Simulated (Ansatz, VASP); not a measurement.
Two plane-wave programs on Ti2Te3Pt

```xyz
6
Lattice="3.9759 0.0000 0.0000 0.0000 3.9759 0.0000 0.0000 0.0000 8.7137" Properties=species:S:1:pos:R:3 pbc="T T T"
Ti    0.0000    1.9880    6.3959
Ti    1.9880    0.0000    2.3178
Te    1.9880    1.9880    0.0000
Te    0.0000    1.9880    3.3286
Te    1.9880    0.0000    5.3851
Pt    0.0000    0.0000    0.0000
```

Change from the starting cell: species swapped into the Hf2CuSb3 type (P-4m2, No. 115).

Alike in both runs: task single point; functional PBE; k mesh 4 × 4 × 2; occupations gaussian, width 0.1 eV; no spin polarisation.

```csv
,VASP,Ansatz
version,VASP 6.6.1,Ansatz 0.2.0
potentials or method,"VASP PAW PBE potentials, release 64 (Ti_sv, Te, Pt)","scalar-relativistic, plane waves, PAW"
plane-wave cutoff (eV),520,420
valence electrons in the cell,52,90
```

|  | VASP | Ansatz | Ansatz less VASP |
| --- | --- | --- | --- |
| gap on the k mesh at the Fermi level (eV) | none | none | - |
| pressure (GPa) | -7.5 | -7.5 | +0.05 |
| largest component of the traceless stress (GPa) | 1.80 | 1.84 | +0.032 |
| rms of the force components (eV/Å) | 0.163 | 0.163 | -0.0001 |

Atom by atom the forces differ by 0.002 eV/Å (rms over components). A gap of «none» marks a metal or a gap that the smearing closes. The two sets of potentials don't hold the same shells in valence.

Caveats: the k mesh is coarse (spacing up to 0.40 Å⁻¹), so the values aren't converged. The runs have no spin-orbit coupling, so splittings on Pt, Te are missing.
